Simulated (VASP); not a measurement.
An input for Quantum ESPRESSO's pw.x (written as the equivalent of a VASP run, and not itself run):

```
&CONTROL
  calculation = 'vc-relax'
  pseudo_dir = './pseudo'
  outdir = './out'
  tprnfor = .true.
  tstress = .true.
  nstep = 40
  forc_conv_thr = 0.00039
/
&SYSTEM
  ibrav = 0
  nat = 2
  ntyp = 2
  ecutwfc = 90
  occupations = 'smearing'
  smearing = 'methfessel-paxton'
  degauss = 0.00735
  input_dft = 'pbe'
  nspin = 2
  starting_magnetization(1) = 0.29
  starting_magnetization(2) = 0.03
/
&ELECTRONS
  conv_thr = 7.3e-09
  electron_maxstep = 100
/
&IONS
/
&CELL
  press = 20
/
ATOMIC_SPECIES
  Fe 55.845 Fe.upf
  Pt 195.084 Pt.upf
CELL_PARAMETERS angstrom
     2.7279413    0.0000000    0.0000000
     0.0000000    2.7279413    0.0000000
     0.0000000    0.0000000    3.7570430
ATOMIC_POSITIONS crystal
  Fe   0.0000000  0.0000000  0.0000000
  Pt   0.5000000  0.5000000  0.5000000
K_POINTS automatic
  12 12 10 0 0 0
```

Problem. Write the VASP files for the same calculation (PBE).

Solution. This is not unique; one that fits is 
INCAR:
```
SYSTEM = FePt
PREC = Accurate
ENCUT = 480
EDIFF = 1E-7
NELM = 100
ALGO = Normal
LREAL = .FALSE.
LASPH = .TRUE.
ISMEAR = 1
SIGMA = 0.1
GGA = PE
LMAXMIX = 6
ISPIN = 2
MAGMOM = 2.9 0.3
LORBIT = 10
LWAVE = .FALSE.
LCHARG = .FALSE.
ISIF = 3
IBRION = 2
NSW = 40
EDIFFG = -0.01
PSTRESS = 20
```

### POSCAR
```
FePt
1
    2.7279413155     0.0000000000     0.0000000000
    0.0000000000     2.7279413155     0.0000000000
    0.0000000000     0.0000000000     3.7570430167
Fe Pt
1 1
Direct
  0.0000000000   0.0000000000   0.0000000000
  0.5000000000   0.5000000000   0.5000000000
```

### KPOINTS
```
Automatic mesh
0
Gamma
12 12 10
0 0 0
```

POTCAR, in this order: Fe Pt (PBE.64 set). Program: vasp_std.

The two are equivalent in intent, not identical: the potentials are each code's own (VASP's PAW set, PseudoDojo norm-conserving files in pw.x), so ENCUT and ecutwfc are chosen apart and not converted; conv_thr bounds pw.x's estimated SCF error, while EDIFF bounds the energy change between steps; starting_magnetization is a fraction of the valence charge and MAGMOM a moment in μB, so they match only roughly; forc_conv_thr acts on force components and is met together with etot_conv_thr.

The compound is FePt in the L1_0 structure. This run relaxes it under an external pressure of 2 GPa. Symmetry was kept, so distortions that lower it aren't found.
